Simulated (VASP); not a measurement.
Method: HSE06 screened hybrid, VASP's PBE PAW potentials (set 64) (plane waves; VASP).

The input files of a VASP run:

### POSCAR
```
Ga32As33
1.0
 11.5222104216   0.0000000000   0.0000000000
  0.0000000000  11.5222104216   0.0000000000
  0.0000000000   0.0000000000  11.5222104216
Ga As
32 33
Cart
  5.7506964261  11.5185316713  11.4775567853
  8.6740668663   2.8763392142  11.4901390644
  8.6907434604  11.5194990254   2.8964071416
 11.5123922896  11.4973266008  11.5149836094
  2.8411979876   2.8661474803   0.0228210271
  5.7999675019   5.7759787783   0.0220689782
  8.6524455825   8.6654864767  11.5147581889
  2.8417156989  11.4496284497   2.8460651237
  5.8410961714   2.6853777990   2.8011292416
  8.6202774779   5.7726695810   2.8443181757
  5.8024067204  11.4494971115   5.8051663635
  8.6229789155   2.8655702337   5.8039101465
  8.6516493136  11.4977348397   8.6544879991
 11.4918140067   5.7665381830  11.4925732316
  2.8913734047   8.6467106200  11.4776154840
  0.0188511232   2.8657903079   2.8405274214
  2.7977192503   5.9561854084   2.8062400701
  5.8021146854   8.7135109749   2.8433461689
 11.4734864850  11.5192313299   5.7520605038
  2.8010708009   2.6862046097   5.8393690427
  5.8368601448   5.9529748908   5.8409317460
  8.6885486026   8.6436469311   5.7525346416
  2.8944387621  11.5213985402   8.6933156556
  5.7992443149   2.8668316611   8.6235203522
  8.6707245646   5.7663288948   8.6733539710
 11.4734049158   8.6445051330   2.8958620546
  0.0161759056   5.7759231928   5.8035828903
  2.8387711462   8.7143898545   5.8036110126
 11.4917681506   2.8767780122   8.6758184658
  2.8411950264   5.7756761843   8.6233379072
  5.7472785883   8.6428471376   8.6920469807
 11.5121691701   8.6670984996   8.6537608532
  7.2818094666   1.3580384892   1.3643055911
 10.0816126170   4.3210270291   1.4424174463
 10.0826468736   1.5012049944   4.3233528391
  1.4300206160   1.4043465893   1.4314501397
  4.3198672356   4.3222296482   1.4868851533
  7.2136428449   7.2347815670   1.4310810142
 10.0819629279  10.0818465328   1.4418032687
  4.3237393804   1.2986495520   4.3226888487
  7.1562447106   4.3192610683   4.3255431110
 10.0798738636   7.1408984629   4.3229742077
  7.2143113198   1.4056683217   7.2166399562
 10.0814617820   4.3205154164   7.2019570836
 10.0829720281   1.4154766263  10.0832489829
  1.3620524759   7.2842676484   1.3652744961
  4.3213858987  10.0824309382   1.4012279602
  1.4807581395   4.3211474016   4.3228904735
  4.3176571247   7.3440511626   4.3224391405
  7.2456046927  10.0817061427   4.3242782339
  1.3637147806   1.3586765408   7.2807059983
  4.3196716553   4.3205391591   7.1578799346
  7.2751784402   7.2820220583   7.2784608530
 10.0812416513  10.0818186986   7.2043394769
  4.3220033670   1.5011692133  10.0863736104
  7.1981457335   4.3212281953  10.0832170698
 10.0819193301   7.2255126482  10.0826194761
  1.3948402311  10.0826504213   4.3244644777
  1.4262409507   7.2355734079   7.2159382951
  4.3195470553  10.0821735838   7.2485532171
  1.4432965391   4.3211486759  10.0840224274
  4.3187146401   7.1417747039  10.0855978361
  7.2019488683  10.0807913852  10.0835231262
  1.4395553960  10.0829238341  10.0834001635
  4.3200190085   4.3199384095   4.3190784228
```

### INCAR
```
HFSCREEN  =  0.2   ! 1/Angstrom
LWAVE  =  F
NUPDOWN  =  1
EDIFF  =  1E-5
AEXX  =  0.25
PRECFOCK  =  Fast
LORBIT  =  10
NELMIN  =  4
PREC  =  Normal
LMAXMIX  =  4   ! l cut-off of mixed one-centre charges
LASPH  =  T
ISYM  =  0
ENCUT  =  400   ! plane-wave cut-off (eV)
SIGMA  =  0.05   ! width (eV)
MAGMOM  =  65*0.0154
GGA  =  PE   ! PBE
ALGO  =  Normal
ISPIN  =  2   ! spin-polarised
ISIF  =  0
ISMEAR  =  0   ! Gaussian
LCHARG  =  F
SYSTEM  =  Ga32As33
NELM  =  50   ! most electronic steps
LHFCALC  =  T
LREAL  =  Auto   ! projection in real space or not
```

### KPOINTS
```
kpoints
0
gamma
 1 1 1
0 0 0
```

POTCAR, in this order: Ga As (PBE.64 set). Program: vasp_gam. Read from the step before: WAVECAR.

Output of the run:

File OSZICAR:
```
       N       E                     dE             d eps       ncg     rms          rms(c)
DAV:   1    -0.313556957789E+03   -0.31356E+03   -0.22304E+01   656   0.126E+01    0.136E+01
DAV:   2    -0.313695033556E+03   -0.13808E+00   -0.58847E-01   728   0.117E+00    0.895E+00
DAV:   3    -0.313643015157E+03    0.52018E-01   -0.49130E-02   752   0.366E-01    0.526E+00
DAV:   4    -0.313623590852E+03    0.19424E-01   -0.18161E-02   768   0.218E-01    0.299E+00
DAV:   5    -0.313617228684E+03    0.63622E-02   -0.45568E-03   752   0.110E-01    0.169E+00
DAV:   6    -0.313615046370E+03    0.21823E-02   -0.11919E-03   736   0.608E-02    0.942E-01
DAV:   7    -0.313614299502E+03    0.74687E-03   -0.33196E-04   712   0.347E-02    0.519E-01
DAV:   8    -0.313614060252E+03    0.23925E-03   -0.11481E-04   712   0.212E-02    0.283E-01
DAV:   9    -0.313613992991E+03    0.67260E-04   -0.39370E-05   604   0.127E-02    0.153E-01
DAV:  10    -0.313613978399E+03    0.14592E-04   -0.12943E-05   380   0.777E-03    0.836E-02
DAV:  11    -0.313613978334E+03    0.65268E-07   -0.56639E-06   392   0.496E-03
   1 F= -.31361398E+03 E0= -.31361396E+03  d E =-.357076E-04  mag=     1.0000
```

### OUTCAR
```
------------------------ aborting loop because EDIFF is reached ----------------------------------------
  volume of cell :     1529.70
      direct lattice vectors                 reciprocal lattice vectors
    11.522210422  0.000000000  0.000000000     0.086788903  0.000000000  0.000000000
     0.000000000 11.522210422  0.000000000     0.000000000  0.086788903  0.000000000
     0.000000000  0.000000000 11.522210422     0.000000000  0.000000000  0.086788903
  FREE ENERGIE OF THE ION-ELECTRON SYSTEM (eV)
  ---------------------------------------------------
  free  energy   TOTEN  =      -313.6139783335 eV

  energy  without entropy=     -313.6139426259  energy(sigma->0) =     -313.61396048

  exchange ACFDT corr.  =         0.00000000  see jH, gK, PRB 81, 115126

 total charge

# of ion       s       p       d       tot
------------------------------------------
    1        1.110   1.184   0.137   2.432
    2        1.109   1.183   0.136   2.428
    3        1.110   1.185   0.137   2.432
    4        1.105   1.192   0.140   2.436
    5        1.111   1.159   0.133   2.402
    6        1.111   1.158   0.133   2.402
    7        1.105   1.191   0.139   2.435
    8        1.114   1.183   0.137   2.433
    9        1.143   1.106   0.144   2.393
   10        1.111   1.158   0.133   2.402
   11        1.114   1.182   0.137   2.432
   12        1.111   1.159   0.133   2.403
   13        1.105   1.193   0.140   2.437
   14        1.109   1.182   0.136   2.427
   15        1.110   1.185   0.137   2.432
   16        1.110   1.159   0.133   2.402
   17        1.143   1.107   0.144   2.395
   18        1.114   1.182   0.137   2.432
   19        1.110   1.186   0.138   2.433
   20        1.143   1.106   0.144   2.394
   21        1.143   1.108   0.145   2.396
   22        1.110   1.186   0.138   2.433
   23        1.110   1.185   0.137   2.433
   24        1.110   1.158   0.133   2.402
   25        1.109   1.182   0.136   2.427
   26        1.110   1.185   0.137   2.432
   27        1.111   1.159   0.133   2.403
   28        1.114   1.182   0.137   2.433
   29        1.109   1.182   0.136   2.427
   30        1.111   1.159   0.133   2.402
   31        1.110   1.185   0.137   2.432
   32        1.105   1.193   0.140   2.437
   33        1.242   1.614   0.027   2.883
   34        1.231   1.606   0.025   2.862
   35        1.235   1.605   0.025   2.865
   36        1.226   1.624   0.026   2.876
   37        1.247   1.552   0.026   2.826
   38        1.226   1.625   0.026   2.876
   39        1.229   1.625   0.026   2.880
   40        1.259   1.560   0.028   2.847
   41        1.247   1.553   0.026   2.826
   42        1.235   1.605   0.025   2.865
   43        1.226   1.625   0.026   2.877
   44        1.231   1.606   0.025   2.862
   45        1.229   1.624   0.027   2.880
   46        1.242   1.615   0.027   2.883
   47        1.229   1.615   0.026   2.870
   48        1.247   1.553   0.026   2.826
   49        1.259   1.560   0.028   2.846
   50        1.229   1.615   0.026   2.870
   51        1.242   1.614   0.027   2.883
   52        1.247   1.553   0.026   2.826
   53        1.242   1.615   0.027   2.883
   54        1.229   1.625   0.026   2.880
   55        1.235   1.605   0.025   2.865
   56        1.231   1.606   0.025   2.862
   57        1.229   1.624   0.026   2.879
   58        1.229   1.615   0.026   2.871
   59        1.226   1.625   0.026   2.876
   60        1.229   1.615   0.026   2.870
   61        1.231   1.606   0.025   2.862
   62        1.235   1.605   0.025   2.865
   63        1.229   1.624   0.026   2.880
   64        1.229   1.625   0.026   2.880
   65        1.394   1.223   0.068   2.686
--------------------------------------------------
tot         76.572  89.964   5.296 171.832

 magnetization (x)

# of ion       s       p       d       tot
------------------------------------------
    1        0.002   0.001   0.000   0.003
    2        0.000   0.001   0.000   0.001
    3        0.002   0.001   0.000   0.003
    4        0.001  -0.000   0.000   0.000
    5        0.002   0.001  -0.000   0.003
    6        0.002   0.001  -0.000   0.003
    7        0.001  -0.000   0.000   0.000
    8        0.010   0.018   0.001   0.029
    9       -0.002  -0.004   0.007   0.001
   10        0.002   0.001  -0.000   0.002
   11        0.010   0.018   0.001   0.030
   12        0.002   0.001  -0.000   0.003
   13        0.001  -0.000   0.000   0.000
   14        0.000   0.001   0.000   0.001
   15        0.002   0.001   0.000   0.003
   16        0.002   0.001  -0.000   0.002
   17       -0.002  -0.004   0.007   0.001
   18        0.010   0.018   0.001   0.029
   19        0.002   0.001   0.000   0.003
   20       -0.002  -0.004   0.007   0.002
...
```
(Selected blocks of OUTCAR.)

File OUTCAR:
```
 val. band max:        2.8402376779   @ k =   0.0000   0.0000   0.0000

 cond. band min:       3.0986173968   @ k =   0.0000   0.0000   0.0000


 Fermi energy:         2.9949334938

 spin component 1

 k-point     1 :       0.0000    0.0000    0.0000
  band No.  band energies     occupation
      1     -12.5618      1.00000
      2     -11.3537      1.00000
      3     -10.6900      1.00000
      4     -10.6882      1.00000
      5     -10.6763      1.00000
      6     -10.6303      1.00000
      7     -10.6208      1.00000
      8     -10.2240      1.00000
      9     -10.1495      1.00000
     10     -10.1482      1.00000
     11     -10.0856      1.00000
     12      -9.9963      1.00000
     13      -9.9949      1.00000
     14      -9.9935      1.00000
     15      -9.9658      1.00000
     16      -9.9570      1.00000
     17      -9.9290      1.00000
     18      -9.9259      1.00000
     19      -9.9253      1.00000
     20      -9.8894      1.00000
     21      -9.8388      1.00000
     22      -9.8339      1.00000
     23      -9.8331      1.00000
     24      -9.2507      1.00000
     25      -9.2014      1.00000
     26      -9.1612      1.00000
     27      -9.1104      1.00000
     28      -9.1094      1.00000
     29      -9.1028      1.00000
     30      -9.0496      1.00000
     31      -9.0476      1.00000
     32      -9.0352      1.00000
     33      -8.4967      1.00000
     34      -5.4650      1.00000
     35      -5.3991      1.00000
     36      -5.3980      1.00000
     37      -5.0253      1.00000
     38      -5.0117      1.00000
     39      -5.0105      1.00000
     40      -4.9285      1.00000
     41      -4.9276      1.00000
     42      -4.9229      1.00000
     43      -4.9201      1.00000
     44      -4.9194      1.00000
     45      -4.8909      1.00000
     46      -4.6287      1.00000
     47      -4.0267      1.00000
     48      -4.0116      1.00000
     49      -4.0114      1.00000
...
```

The supercell is sampled at Γ alone, which is coarse: total energies, pressure and levels can be off, energies of defects by several tenths of an eV.

The cell is a supercell with a defect, built from GaAs (zinc blende): As_i. The cell's shape comes from a PBE relaxation.
